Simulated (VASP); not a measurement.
The system is SiGe3.

```
CELL_PARAMETERS angstrom
4.02997 0.00000 0.00000
0.00000 4.02997 0.00000
0.00000 0.00000 5.50202
ATOMIC_POSITIONS crystal
Si 0.50000 0.50000 0.50000
Ge 0.00000 0.00000 0.73489
Ge 0.00000 0.00000 0.26511
Ge 0.50000 0.50000 0.00000
```

The cell was built by a generator and needn't be a form met in nature.

| Quantity | Value |
| --- | --- |
| Program | VASP 6.6.1 |
| Task | relaxation of cell and atoms |
| Functional | PBE |
| Potentials or basis | VASP PAW PBE potentials, release 64 (Si, Ge_d) |
| Cutoff | 520 eV |
| k mesh | 5 × 5 × 4 |
| Occupations | gaussian, width 0.15 eV |
| Spin | no spin polarisation |

At the start: pressure -7.2 GPa; volume 22.34 Å³/atom.

Problem. How do energy, volume and symmetry change on relaxing?

Solution. Over 17 steps the energy falls by 147.7 meV/atom and the volume is 18.54 Å³/atom (-17.0 %); space group P4/mmm (No. 123, to 0.05 Å).

The path:
```
step  energy change (eV)  largest force (eV/Å)  pressure (GPa)  volume (Å³)
   1              0.0000                0.3313           -7.17        89.36
   2             -0.3569                0.3660           -0.85        77.04
   3             -0.3600                0.3287            2.15        74.33
   4             -0.3632                0.4361            1.88        75.46
   5             -0.3616                0.4194            0.90        76.24
   6             -0.5482                0.0493            2.53        72.87
   7             -0.5542                0.0798            2.16        72.50
   8             -0.5550                0.1393            0.36        71.75
   9             -0.5524                0.1563            2.85        71.57
  10             -0.5705                0.0932           -0.06        74.60
  11             -0.5700                0.0981           -1.57        74.78
  12             -0.5703                0.1242           -0.17        74.66
  13             -0.5739                0.0630           -0.59        74.65
  14             -0.5864                0.0279           -0.74        74.60
  15             -0.5684                0.0905           -1.08        74.45
  16             -0.5896                0.0482           -0.95        74.57
  17             -0.5908                0.0148           -0.07        74.16
```

Final structure:
```
Si Ge
1.0
     3.58745    0.00000    0.00000
     0.00000    3.58745    0.00000
     0.00000    0.00000    5.76233
Si Ge
1 3
Direct
  0.50000 0.50000 0.50000
  0.00000 0.00000 0.73687
  0.00000 0.00000 0.26313
  0.50000 0.50000 0.00000
```

Caveat: the volume moved by over 15 % at a fixed basis, so the end points are rough; the relaxation stopped at a loose force limit of 0.08 eV/Å, so its end isn't a converged minimum.
